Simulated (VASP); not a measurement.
# SrMg6Ni (Amm2) in VASP: notebook

One crystal, SrMg6Ni, is run at these levels: PBE; tasks: single point.

Everything below comes from runs of VASP 6.6.1. Logs are shortened: lines on timing, memory, paths and dates and some standing lists are left out, and cuts for length are marked.

## Step 1: Starting point

It takes space group Amm2 (No. 38, orthorhombic). Conventional cell: a = 4.485 Å, b = 6.256 Å, c = 14.238 Å, α = 90.00°, β = 90.00°, γ = 90.00°. Around Sr (site symmetry mm2) lie 8 Mg at 3.28 to 3.61 Å and 2 Ni at 3.38 Å. Ni (site symmetry mm2) is surrounded by 6 Mg at 2.72 to 2.74 Å. Around Mg (site symmetry mm2) lie 8 Mg at 2.99 to 3.37 Å and 2 Sr at 3.35 Å. Mg (site symmetry m) is surrounded by 2 Ni at 2.74 Å and 3 Mg at 2.90 to 3.04 Å. Mg (site symmetry mm2) is surrounded by 6 Mg at 3.22 to 3.32 Å and 2 Ni at 3.38 Å. Mg (site symmetry m) is surrounded by 1 Ni at 2.72 Å and 5 Mg at 2.90 to 3.08 Å.

The cell comes from a database or a generator and needn't be the stable form of this composition.

## Step 2: Single point, PBE, collinear spin, ferromagnetic start

The input, INCAR:

```
SYSTEM = SrMg6Ni
ALGO = Fast
EDIFF = 1E-7
ENCUT = 520
GGA = PE
ISIF = 2
ISMEAR = 0
ISPIN = 2
LASPH = .True.
LCHARG = .False.
LMAXMIX = 4
LORBIT = 11
LREAL = .False.
LWAVE = .False.
MAGMOM = 0 1 0 0 0 0 0 0
NBANDS = 30
NELM = 100
PREC = Accurate
SIGMA = 0.1
```

The input, KPOINTS:

```
k-points
0
Gamma
  6 5 5
  0 0 0
```

The input, POSCAR:

```
SrMg6Ni
4.4852
    1.000010701864      0.000000000000      0.000000000000
    0.000000000000      0.697443815214      1.587175153839
    0.000000000000     -0.697443815214      1.587175153839
Sr Ni Mg
1 1 6
Direct
    0.5000000000      0.7182430000      0.7182430000
    0.0000000000      0.8957990000      0.8957990000
    0.5000000000      0.1335570000      0.1335570000
    0.5000000000      0.1652130000      0.6793490000
    0.5000000000      0.6793490000      0.1652130000
    0.0000000000      0.3051920000      0.3051920000
    0.0000000000      0.3049440000      0.7977040000
    0.0000000000      0.7977040000      0.3049440000
```

Potentials or basis: VASP PAW PBE potentials, release 64 (Sr_sv, Ni, Mg).

The run is started by

```console
$ cat potpaw_PBE.64/Sr_sv/POTCAR potpaw_PBE.64/Ni/POTCAR potpaw_PBE.64/Mg/POTCAR > POTCAR
$ mpirun -np 1 vasp_std > vasp.out
```

OUTCAR:

```text
SYSTEM = SrMg6Ni
   EDIFF = 1E-7
   ENCUT = 520
   GGA = PE
   ISIF = 2
   ISMEAR = 0
   ISPIN = 2
   LASPH = .True.
   LORBIT = 11
   LREAL = .False.
   NELM = 100
   PREC = Accurate

 ion  position               nearest neighbor table
   1  0.500  0.718  0.718-   4 3.28   5 3.28   3 3.35   3 3.35   2 3.38   2 3.38   8 3.61   7 3.61
                             7 3.61   8 3.61   6 4.04   6 4.04   6 4.04   6 4.04
   2  0.000  0.896  0.896-   7 2.72   8 2.72   4 2.74   5 2.74   4 2.74   5 2.74   1 3.38   1 3.38

   3  0.500  0.134  0.134-   7 2.99   8 2.99   7 2.99   8 2.99   6 3.32   6 3.32   1 3.35   1 3.35
                             4 3.37   5 3.37
   4  0.500  0.165  0.679-   2 2.74   2 2.74   7 2.90   7 2.90   5 3.04   5 3.22   6 3.22   6 3.22
                             1 3.28   3 3.37
   5  0.500  0.679  0.165-   2 2.74   2 2.74   8 2.90   8 2.90   4 3.04   4 3.22   6 3.22   6 3.22
                             1 3.28   3 3.37
   6  0.000  0.305  0.305-   4 3.22   5 3.22   4 3.22   5 3.22   3 3.32   3 3.32   1 4.04   1 4.04
                             1 4.04   1 4.04
   7  0.000  0.305  0.798-   2 2.72   4 2.90   4 2.90   3 2.99   3 2.99   8 3.08   8 3.17   1 3.61
                             1 3.61
   8  0.000  0.798  0.305-   2 2.72   5 2.90   5 2.90   3 2.99   3 2.99   7 3.08   7 3.17   1 3.61
                             1 3.61

  LATTYP: Found a base centered orthorhombic cell.
 ALAT       =     6.2563500000
 B/A-ratio  =     2.2757032455
 C/A-ratio  =     0.7169112981

  Lattice vectors:

 A1 = (   0.0000000000,   3.1281750000,  -7.1187980000)
 A2 = (   0.0000000000,   3.1281750000,   7.1187980000)
 A3 = (   4.4852480000,   0.0000000000,   0.0000000000)

Analysis of symmetry for initial positions (statically):
=====================================================================
 Subroutine PRICEL returns:
 Original cell was already a primitive cell.

 Routine SETGRP: Setting up the symmetry group for a
 base centered orthorhombic supercell.

 Subroutine GETGRP returns: Found  4 space group operations
 (whereof  4 operations were pure point group operations)
 out of a pool of  8 trial point group operations.

The static configuration has the point symmetry C_2v.

Analysis of symmetry for dynamics (positions and initial velocities):
=====================================================================
 Subroutine PRICEL returns:
 Original cell was already a primitive cell.

 Routine SETGRP: Setting up the symmetry group for a
 base centered orthorhombic supercell.

 Subroutine GETGRP returns: Found  4 space group operations
 (whereof  4 operations were pure point group operations)
 out of a pool of  8 trial point group operations.

The dynamic configuration has the point symmetry C_2v.

Analysis of structural, dynamic, and magnetic symmetry:
=====================================================================
 Subroutine PRICEL returns:
 Original cell was already a primitive cell.

 Routine SETGRP: Setting up the symmetry group for a
 base centered orthorhombic supercell.

 Subroutine GETGRP returns: Found  4 space group operations
 (whereof  4 operations were pure point group operations)
 out of a pool of  8 trial point group operations.

The overall configuration has the point symmetry C_2v.

 Subroutine INISYM returns: Found  4 space group operations
 (whereof  4 operations are pure point group operations),
 and found     1 'primitive' translations

----------------------------------------------------------------------------------------

                                     Primitive cell

  volume of cell :     199.7626

  direct lattice vectors                    reciprocal lattice vectors
     4.485248000  0.000000000  0.000000000     0.222953112  0.000000000  0.000000000
     0.000000000  3.128175000  7.118798000     0.000000000  0.159837605  0.070236576
     0.000000000 -3.128175000  7.118798000     0.000000000 -0.159837605  0.070236576

  length of vectors
     4.485248000  7.775780591  7.775780591     0.222953112  0.174588764  0.174588764

  position of ions in fractional coordinates (direct lattice)
     0.500000000  0.718243000  0.718243000
     0.000000000  0.895799000  0.895799000
     0.500000000  0.133557000  0.133557000
     0.500000000  0.165213000  0.679349000
     0.500000000  0.679349000  0.165213000
     0.000000000  0.305192000  0.305192000
     0.000000000  0.304944000  0.797704000
     0.000000000  0.797704000  0.304944000

  ion indices of the primitive-cell ions
   primitive index   ion index
                 1           1
                 2           2
                 3           3
                 4           4
                 5           5
                 6           6
                 7           7
                 8           8

----------------------------------------------------------------------------------------

 KPOINTS: k-points

Automatic generation of k-mesh.
 Grid dimensions read from file:
 generate k-points for:    6    5    5

 Generating k-lattice:

  Cartesian coordinates                     Fractional coordinates (reciprocal lattice)
     0.037158852  0.000000000  0.000000000     0.166666667  0.000000000  0.000000000
     0.000000000  0.031967521  0.014047315     0.000000000  0.200000000 -0.000000000
     0.000000000 -0.031967521  0.014047315     0.000000000 -0.000000000  0.200000000

  Length of vectors
     0.037158852  0.034917753  0.034917753

  Shift w.r.t. Gamma in fractional coordinates (k-lattice)
     0.000000000  0.000000000  0.000000000

 Subroutine IBZKPT returns following result:
 ===========================================

 Found     36 irreducible k-points:

 Following reciprocal coordinates:
            Coordinates               Weight
  0.000000  0.000000  0.000000      1.000000
  0.166667  0.000000  0.000000      2.000000
  0.333333  0.000000  0.000000      2.000000
  0.500000  0.000000  0.000000      1.000000
  0.000000  0.200000  0.000000      4.000000
  0.166667  0.200000  0.000000      8.000000
[... 16 lines left out ...]
  0.333333 -0.400000  0.200000      8.000000
  0.500000 -0.400000  0.200000      4.000000
 [... further k-points ...]
   k-points           NKPTS =     36   k-points in BZ     NKDIM =     36   number of bands    NBANDS=     30
   number of dos      NEDOS =    301   number of ions     NIONS =      8
   total plane-waves  NPLWV = 129600
   dimension x,y,z NGX =    36 NGY =   60 NGZ =   60
   dimension x,y,z NGXF=    72 NGYF=  120 NGZF=  120
   ions per type =               1   1   6
   NGX,Y,Z   is equivalent  to a cutoff of  13.34, 12.83, 12.83 a.u.
   NGXF,Y,Z  is equivalent  to a cutoff of  26.69, 25.66, 25.66 a.u.
 SYSTEM =  SrMg6Ni
   PREC   = accura    normal or accurate (medium, high low for compatibility)
   ISTART =      0    job   : 0-new  1-cont  2-samecut
   ICHARG =      2    charge: 1-file 2-atom 10-const
   ISPIN  =      2    spin polarized calculation?
   LNONCOLLINEAR =      F non collinear calculations
   LSORBIT =      F    spin-orbit coupling
   LASPH  =      T    aspherical Exc in radial PAW
   ENCUT  =  520.0 eV  38.22 Ry    6.18 a.u.   8.34 14.46 14.46*2*pi/ulx,y,z
   NELM   =    100;   NELMIN=  2; NELMDL= -5     # of ELM steps
   EDIFF  = 0.1E-06   stopping-criterion for ELM
   LREAL  =      F    real-space projection
   EDIFFG = 0.1E-05   stopping-criterion for IOM
   NSW    =      0    number of steps for IOM
   IBRION =     -1    ionic relax: 0-MD 1-quasi-New 2-CG
   NFREE  =      0    steps in history (QN), initial steepest desc. (CG)
   ISIF   =      2    stress and relaxation
   ISYM   =      2    0-nonsym 1-usesym 2-fastsym
   POTIM  = 0.5000    time-step for ionic-motion
   TEBEG  =    0.0;   TEEND  =   0.0 temperature during run
   PSTRESS=    0.0 pullay stress
   NELECT =      32.0000    total number of electrons
   NUPDOWN=      -1.0000    fix difference up-down
   EMIN   =  10.00;   EMAX   =-10.00  energy-range for DOS
   EFERMI =   0.00;   METHOD = LEGACY
   ISMEAR =     0;   SIGMA  =   0.10  broadening in eV -4-tet -1-fermi 0-gaus
   EFERMI_NEDOS =   21; number of points for ismear=-14 and -15
   IALGO  =     68    algorithm
   IMIX   =      4    mixing-type and parameters
     AMIX     =   0.40;   BMIX     =  1.00
     AMIX_MAG =   1.60;   BMIX_MAG =  1.00
  volume/ion in A,a.u.               =      24.97       168.51
  Fermi-wavevector in a.u.,A,eV,Ry     =   0.889106  1.680166 10.755529  0.790509
  Thomas-Fermi vector in A             =   2.010623
   LORBIT       =     11    0 simple, 1 ext, 2 COOP (PROOUT), +10 PAW based schemes
   GGA     = PE    functional components
   LHFCALC =     F    Hartree Fock is set to
   AEXX    =    0.0000 exact exchange contribution
   IVDW    =     0    specifies the selected vdW correction
   LEPSILON=     F    determine dielectric tensor
   LRPA    =     F    only Hartree local field effects (RPA)
 spin polarized calculation
 RMM-DIIS sequential band-by-band and
 Gauss-broadening in eV      SIGMA  =   0.10
  energy-cutoff  :      520.00
  volume of cell :      199.76
 maximum number of plane-waves:      5413
 NGX is ok and might be reduce to    36
   NGX = 17   NGY = 29   NGZ = 29

 number of electron      31.9999995 magnetization       0.0001155

 number of electron      31.9999995 magnetization      -0.0000256

 Free energy of the ion-electron system (eV)
  ---------------------------------------------------
  ext. energy  EPLUGINS =         0.00000000
  ---------------------------------------------------
  free energy    TOTEN  =       -15.62751779 eV

  energy without entropy =      -15.60833814  energy(sigma->0) =      -15.61792797

 E-fermi :   2.4328     XC(G=0):  -8.5303

 val. band max:        2.3924278573   @ k =   0.5000   0.4000   0.2000
 cond. band min:       2.4388046149   @ k =   0.5000   0.0000   0.0000
 fundamental gap:      0.0463767576
 Fermi energy:         2.4327738057

 spin component 1

 k-point     1 :       0.0000    0.0000    0.0000
  band No.  band energies     occupation
      1     -33.1586      1.00000
      2     -15.2529      1.00000
      3     -15.1912      1.00000
      4     -15.1435      1.00000
      5      -3.8628      1.00000
      6      -0.9925      1.00000
[... 20 lines left out ...]
     27       6.6947      0.00000
[... 691 lines left out ...]
      6      -1.1497      1.00000
[... 20 lines left out ...]
     27       6.9108      0.00000
     28       7.5703      0.00000

 [... further k-points ...]

 spin component 2

 k-point     1 :       0.0000    0.0000    0.0000
  band No.  band energies     occupation
      1     -33.1586      1.00000
      2     -15.2529      1.00000
      3     -15.1912      1.00000
      4     -15.1435      1.00000
      5      -3.8628      1.00000
      6      -0.9925      1.00000
[... 20 lines left out ...]
     27       6.6947      0.00000
[... 691 lines left out ...]
      6      -1.1497      1.00000
[... 20 lines left out ...]
     27       6.9108      0.00000
     28       7.5696      0.00000

 [... further k-points ...]

 [bands above 28 left out]

------------------------ aborting loop because EDIFF is reached ----------------------------------------

  FORCE on cell =-STRESS in cart. coord.  units (eV):
  Direction    XX          YY          ZZ          XY          YZ          ZX
  --------------------------------------------------------------------------------------
  -------------------------------------------------------------------------------------
  Total        0.2427425     -0.1440434     -0.6057011      0.0000000      0.0000000      0.0000000
  in kB        1.9468936     -1.1552868     -4.8579694      0.0000000      0.0000000      0.0000000
  external PRESSURE =      -1.3554542 kB  Pullay stress =       0.0000000 kB

 VOLUME and BASIS-vectors are now :
 -----------------------------------------------------------------------------
  energy-cutoff  :      520.00
  volume of cell :      199.76
      direct lattice vectors                 reciprocal lattice vectors
     4.485248000  0.000000000  0.000000000     0.222953112  0.000000000  0.000000000
     0.000000000  3.128175000  7.118798000     0.000000000  0.159837605  0.070236576
     0.000000000 -3.128175000  7.118798000     0.000000000 -0.159837605  0.070236576

 POSITION                                       TOTAL-FORCE (eV/Angst)
 -----------------------------------------------------------------------------------
      2.24262      0.00000     10.22605         0.000000     -0.000000      0.008436
      0.00000      0.00000     12.75402         0.000000     -0.000000      0.025448
      2.24262      0.00000      1.90153         0.000000     -0.000000     -0.007487
      2.24262     -1.60831      6.01227         0.000000     -0.044073      0.010036
      2.24262      1.60831      6.01227         0.000000      0.044073      0.010036
      0.00000      0.00000      4.34520         0.000000     -0.000000      0.015965
      0.00000     -1.54144      7.84953         0.000000      0.043398     -0.031217
      0.00000      1.54144      7.84953         0.000000     -0.043398     -0.031217
 -----------------------------------------------------------------------------------
    total drift:                                0.000000     -0.000000      0.001795

  FREE ENERGIE OF THE ION-ELECTRON SYSTEM (eV)
  ---------------------------------------------------
  free  energy   TOTEN  =       -15.6275177936 eV

  energy  without entropy=      -15.6083381386  energy(sigma->0) =      -15.61792797

 total charge

# of ion       s       p       d       tot
------------------------------------------
    1        2.034   5.758   0.207   7.998
    2        0.458   0.240   8.402   9.100
    3        0.246   0.118   0.009   0.373
    4        0.227   0.128   0.014   0.370
    5        0.227   0.128   0.014   0.370
    6        0.197   0.097   0.007   0.301
    7        0.235   0.126   0.012   0.373
    8        0.235   0.126   0.012   0.373
--------------------------------------------------
tot          3.857   6.722   8.678  19.257

 magnetization (x)

# of ion       s       p       d       tot
------------------------------------------
    1       -0.000   0.000  -0.000  -0.000
    2       -0.000  -0.000   0.000   0.000
    3       -0.000   0.000  -0.000   0.000
    4        0.000  -0.000  -0.000  -0.000
    5        0.000  -0.000  -0.000  -0.000
    6        0.000  -0.000  -0.000   0.000
    7       -0.000   0.000  -0.000  -0.000
    8       -0.000   0.000  -0.000  -0.000
--------------------------------------------------
tot         -0.000  -0.000   0.000   0.000
```

Wall time 7.1 min (1 thread of Intel Xeon 6975P-C (Granite Rapids), shared host); peak memory 0.67 GiB.

What came out:

| Item | Value |
| --- | --- |
| Free energy | -15.6275 eV |
| Pressure | -0.1 GPa |
| Largest force | 0.053 eV/Å |
| Band gap on the k mesh | none (metal or under the smearing width) |
| Net moment | 0.00 μB per cell |
| Valence electrons inside the program's atomic spheres | Sr 8.00; Ni 9.10; Mg 0.37, 0.30 |

Forces on the atoms (eV/Å):
```
Sr   0.000  0.000  0.008
Ni   0.000  0.000  0.025
Mg   0.000  0.000 -0.007
Mg   0.000 -0.044  0.010
Mg   0.000  0.044  0.010
Mg   0.000  0.000  0.016
Mg   0.000  0.043 -0.031
Mg   0.000 -0.043 -0.031
```

## Step 3: Single point, PBE, collinear spin, ferromagnetic start

The input, run.py:

```python
from ase.calculators.vasp import Vasp
from ase.dft.bandgap import bandgap
from ase.io import read

atoms = read('SrMg6Ni.xyz')
atoms.set_initial_magnetic_moments([0.0, 1.0, 0.0, 0.0, 0.0, 0.0, 0.0, 0.0])
calc = Vasp(
    directory='calc',
    xc='pbe',
    pp='PBE',
    setups='recommended',
    prec='Accurate',
    encut=520,
    ediff=1e-06,
    ismear=0,
    sigma=0.1,
    lreal=False,
    lasph=True,
    nelm=150,
    algo='Normal',
    isif=2,
    lwave=False,
    lcharg=True,
    ispin=2,
    lorbit=11,
    lmaxmix=4,
    lelf=True,
    lvhar=True,
    kpts=[6, 5, 5],
    gamma=True,
)
atoms.calc = calc

print('energy (eV):', atoms.get_potential_energy())
print('free energy (eV):', atoms.get_potential_energy(force_consistent=True))
print('forces (eV/A):')
print(atoms.get_forces())
print('stress (eV/A^3, Voigt):', atoms.get_stress())
print('Fermi level (eV):', calc.get_fermi_level())
print('moment (muB):', atoms.get_magnetic_moment())
print('site moments (muB):', atoms.get_magnetic_moments())
gap, top, bottom = bandgap(calc)
print('band gap (eV):', gap, 'from (spin, k, band)', top, 'to', bottom)
```

The input, SrMg6Ni.xyz:

```xyz
8
Lattice="4.4852480000 0.0000000000 0.0000000000 0.0000000000 3.1281750000 7.1187980000 0.0000000000 -3.1281750000 7.1187980000" Properties=species:S:1:pos:R:3 pbc="T T T"
Sr     2.2426240000      0.0000000000     10.2260536638
Ni     0.0000000000      0.0000000000     12.7540242592
Mg     2.2426240000      0.0000000000      1.9015306090
Mg     2.2426240000     -1.6083073818      6.0122662765
Mg     2.2426240000      1.6083073818      6.0122662765
Mg     0.0000000000      0.0000000000      4.3452003984
Mg     0.0000000000     -1.5414395130      7.8495283771
Mg     0.0000000000      1.5414395130      7.8495283771
```

Potentials or basis: VASP PAW PBE potentials, release 64 (Sr_sv, Ni, Mg).

The run is started by

```console
$ python run.py
```

Run time: 4.3 min. Hardware: 1 thread of Intel Xeon 6975P-C (Granite Rapids), shared host; peak memory 0.62 GiB.

It converged, with:

```yaml
Free_energy: -15.6275 eV
Pressure: -0.1 GPa
Largest_force: 0.053 eV/Å
Band_gap_on_the_k_mesh: none (metal or under the smearing width)
Net_moment: 0.00 μB per cell
Valence_electrons_inside_the_program's_atomic_spheres: Sr 8.00; Ni 9.10; Mg 0.37, 0.30
```

Forces on the atoms (eV/Å):
```
Sr   0.000  0.000  0.007
Ni   0.000  0.000  0.026
Mg   0.000  0.000 -0.007
Mg   0.000 -0.044  0.010
Mg   0.000  0.044  0.010
Mg   0.000  0.000  0.016
Mg   0.000  0.043 -0.031
Mg   0.000 -0.043 -0.031
```

Stress tensor (GPa, compression positive):
```
 0.21  0.00  0.00
 0.00 -0.10  0.00
 0.00  0.00 -0.47
```

Levels at points of the mesh, in eV from the Fermi level:
Spin up:
| k point | band 12 | band 13 | band 14 | band 15 | band 16 | band 17 | band 18 | band 19 | band 20 | band 21 |
| --- | --- | --- | --- | --- | --- | --- | --- | --- | --- | --- |
| (0.00, 0.00, 0.00) | -1.21 | -1.11 | -0.95 | -0.54 | -0.47 | 0.60 | 1.61 | 2.23 | 2.63 | 3.08 |
| (0.50, 0.00, 0.00) | -1.27 | -1.06 | -0.98 | -0.63 | -0.38 | -0.09 | -0.08 | 0.01 | 0.30 | 1.42 |
Spin down:
| k point | band 14 | band 15 | band 16 | band 17 | band 18 | band 19 |
| --- | --- | --- | --- | --- | --- | --- |
| (0.00, 0.00, 0.00) | -0.95 | -0.54 | -0.47 | 0.60 | 1.61 | 2.23 |
| (0.50, 0.00, 0.00) | -0.98 | -0.63 | -0.38 | -0.09 | -0.08 | 0.01 |
